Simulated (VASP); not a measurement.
Method: PBE GGA, VASP's PBE PAW potentials (set 64) (plane waves; VASP 6.6.1).

A VASP calculation is set up with these files.

**KPOINTS**
```
Automatic
0
gamma
 11 11 11
```

**POSCAR**
```
Na
1.0
 -2.1300000000   2.1300000000   2.1300000000
  2.1300000000  -2.1300000000   2.1300000000
  2.1300000000   2.1300000000  -2.1300000000
Na
1
direct
  0.0000000000   0.0000000000   0.0000000000
```

### INCAR
```
SYSTEM = Na
PREC = Accurate
ENCUT = 480
EDIFF = 1E-6
NELM = 100
ALGO = Normal
LREAL = .FALSE.
LASPH = .TRUE.
ISMEAR = 1
SIGMA = 0.1
GGA = PE
LWAVE = .FALSE.
LCHARG = .FALSE.
IBRION = 2
ISIF = 3
NSW = 60
EDIFFG = -0.01
```

POTCAR, in this order: Na_pv (PBE.64 set). Program: vasp_std.

The run wrote:

OUTCAR:
```
 ion  position               nearest neighbor table
   1  0.000  0.000  0.000-
  LATTYP: Found a body centered cubic cell.
 ALAT       =     4.2600000000
 Subroutine PRICEL returns:
 Original cell was already a primitive cell.
 Subroutine GETGRP returns: Found 48 space group operations
The static configuration has the point symmetry O_h .
The dynamic configuration has the point symmetry O_h .
 Subroutine INISYM returns: Found 48 space group operations
 Subroutine IBZKPT returns following result:
 Found     56 irreducible k-points:

 Following reciprocal coordinates:
            Coordinates               Weight
  0.000000  0.000000  0.000000      1.000000
  0.090909  0.000000  0.000000     12.000000
  0.181818  0.000000  0.000000     12.000000
  0.272727  0.000000  0.000000     12.000000
  0.363636  0.000000  0.000000     12.000000
  0.454545  0.000000  0.000000     12.000000
  0.090909  0.090909  0.000000     24.000000
  0.181818  0.090909  0.000000     48.000000
  0.272727  0.090909  0.000000     48.000000
  0.363636  0.090909  0.000000     48.000000
...
```

OSZICAR:
```
       N       E                     dE             d eps       ncg     rms          rms(c)
DAV:   1     0.206628207040E+02    0.20663E+02   -0.37583E+03   791   0.764E+02
DAV:   2    -0.894867480302E+00   -0.21558E+02   -0.21519E+02   826   0.139E+02
DAV:   3    -0.130821394491E+01   -0.41335E+00   -0.41335E+00   987   0.271E+01
DAV:   4    -0.131245129204E+01   -0.42373E-02   -0.42373E-02  1036   0.256E+00
DAV:   5    -0.131249544868E+01   -0.44157E-04   -0.44157E-04   952   0.206E-01    0.203E-01
DAV:   6    -0.131219569555E+01    0.29975E-03   -0.55112E-04  1008   0.376E-01    0.137E-01
DAV:   7    -0.131199813775E+01    0.19756E-03   -0.11306E-03   847   0.450E-01    0.158E-02
DAV:   8    -0.131198981979E+01    0.83180E-05   -0.50813E-05   945   0.160E-01    0.230E-03
DAV:   9    -0.131199015452E+01   -0.33473E-06   -0.20198E-07   490   0.655E-03
   1 F= -.13119902E+01 E0= -.13118809E+01  d E =-.131199E+01
       N       E                     dE             d eps       ncg     rms          rms(c)
DAV:   1    -0.132051134124E+01   -0.85215E-02   -0.23994E-01   784   0.109E+01    0.596E-01
DAV:   2    -0.131497160343E+01    0.55397E-02   -0.68356E-03   798   0.178E+00    0.300E-01
DAV:   3    -0.131319780687E+01    0.17738E-02   -0.32061E-03   791   0.118E+00    0.307E-02
DAV:   4    -0.131307609196E+01    0.12171E-03   -0.10973E-04   784   0.246E-01    0.233E-03
DAV:   5    -0.131307509940E+01    0.99255E-06   -0.52251E-07   420   0.174E-02
   2 F= -.13130751E+01 E0= -.13129631E+01  d E =-.108494E-02
       N       E                     dE             d eps       ncg     rms          rms(c)
DAV:   1    -0.131588324531E+01   -0.28072E-02   -0.76610E-02   784   0.622E+00    0.335E-01
DAV:   2    -0.131413337539E+01    0.17499E-02   -0.21465E-03   784   0.999E-01    0.169E-01
DAV:   3    -0.131357117397E+01    0.56220E-03   -0.10210E-03   798   0.665E-01    0.170E-02
DAV:   4    -0.131353300424E+01    0.38170E-04   -0.35967E-05   784   0.141E-01    0.135E-03
DAV:   5    -0.131353274867E+01    0.25557E-06   -0.12589E-07   413   0.835E-03
   3 F= -.13135327E+01 E0= -.13134193E+01  d E =-.154259E-02
       N       E                     dE             d eps       ncg     rms          rms(c)
DAV:   1    -0.132362089394E+01   -0.10088E-01   -0.30664E-01   784   0.124E+01    0.674E-01
DAV:   2    -0.131653656196E+01    0.70843E-02   -0.87695E-03   784   0.202E+00    0.339E-01
DAV:   3    -0.131427126089E+01    0.22653E-02   -0.40898E-03   798   0.133E+00    0.349E-02
DAV:   4    -0.131411545701E+01    0.15580E-03   -0.13885E-04   784   0.277E-01    0.263E-03
DAV:   5    -0.131411414023E+01    0.13168E-05   -0.72797E-07   434   0.207E-02    0.104E-03
DAV:   6    -0.131411396578E+01    0.17444E-06   -0.27864E-07   399   0.125E-02
   4 F= -.13141140E+01 E0= -.13139976E+01  d E =-.212381E-02
       N       E                     dE             d eps       ncg     rms          rms(c)
DAV:   1    -0.135268330168E+01   -0.38569E-01   -0.12302E+00   784   0.246E+01    0.137E+00
DAV:   2    -0.132370873782E+01    0.28975E-01   -0.36594E-02   784   0.415E+00    0.684E-01
DAV:   3    -0.131452763949E+01    0.91811E-02   -0.16378E-02   784   0.268E+00    0.736E-02
DAV:   4    -0.131388853227E+01    0.63911E-03   -0.51719E-04   798   0.538E-01    0.505E-03
DAV:   5    -0.131388155209E+01    0.69802E-05   -0.63679E-06   854   0.590E-02    0.201E-03
DAV:   6    -0.131388088023E+01    0.67185E-06   -0.54923E-07   413   0.187E-02
   5 F= -.13138809E+01 E0= -.13137591E+01  d E =-.189073E-02
       N       E                     dE             d eps       ncg     rms          rms(c)
DAV:   1    -0.132692453421E+01   -0.13043E-01   -0.42306E-01   784   0.149E+01    0.774E-01
DAV:   2    -0.131751270197E+01    0.94118E-02   -0.11207E-02   784   0.229E+00    0.391E-01
DAV:   3    -0.131445944058E+01    0.30533E-02   -0.56522E-03   784   0.157E+00    0.369E-02
DAV:   4    -0.131424882370E+01    0.21062E-03   -0.22415E-04   798   0.351E-01    0.369E-03
DAV:   5    -0.131424760403E+01    0.12197E-05   -0.58198E-07   427   0.135E-02    0.125E-03
DAV:   6    -0.131424694769E+01    0.65635E-06   -0.85561E-07   406   0.230E-02
   6 F= -.13142469E+01 E0= -.13141282E+01  d E =-.225679E-02
```

File OUTCAR:
```
------------------------ aborting loop because EDIFF is reached ----------------------------------------
  FORCE on cell =-STRESS in cart. coord.  units (eV):
  Direction    XX          YY          ZZ          XY          YZ          ZX
  --------------------------------------------------------------------------------------
  Total        0.0088081      0.0088081      0.0088081      0.0000000      0.0000000     -0.0000000
  in kB        0.3839865      0.3839865      0.3839865      0.0000000      0.0000000     -0.0000000
  external PRESSURE =       0.3839865 kB  Pullay stress =       0.0000000 kB
  volume of cell :       36.75
      direct lattice vectors                 reciprocal lattice vectors
    -2.094464726  2.094464726  2.094464726     0.000000000  0.238724479  0.238724479
     2.094464726 -2.094464726  2.094464726     0.238724479  0.000000000  0.238724479
     2.094464726  2.094464726 -2.094464726     0.238724479  0.238724479  0.000000000
 POSITION                                       TOTAL-FORCE (eV/Angst)
 -----------------------------------------------------------------------------------
      0.00000     -0.00000      0.00000        -0.000000      0.000000      0.000000
 -----------------------------------------------------------------------------------
    total drift:                               -0.000000     -0.000000     -0.000000
  FREE ENERGIE OF THE ION-ELECTRON SYSTEM (eV)
  ---------------------------------------------------
  free  energy   TOTEN  =        -1.3142469477 eV

  energy  without entropy=       -1.3138906717  energy(sigma->0) =       -1.31412819

 reached required accuracy - stopping structural energy minimisation
```
(Selected blocks of OUTCAR.)

### CONTCAR
```
Na
   1.00000000000000
    -2.0944647263323608    2.0944647263323608    2.0944647263323608
     2.0944647263323608   -2.0944647263323608    2.0944647263323608
     2.0944647263323608    2.0944647263323608   -2.0944647263323608
  Na
     1
Direct
     0.0000000000000000    0.0000000000000000    0.0000000000000000
```

Energy and stress use the plane-wave basis of the starting cell.

The compound is Na in the bcc structure. This run relaxes it. Symmetry was kept, so distortions that lower it aren't found.
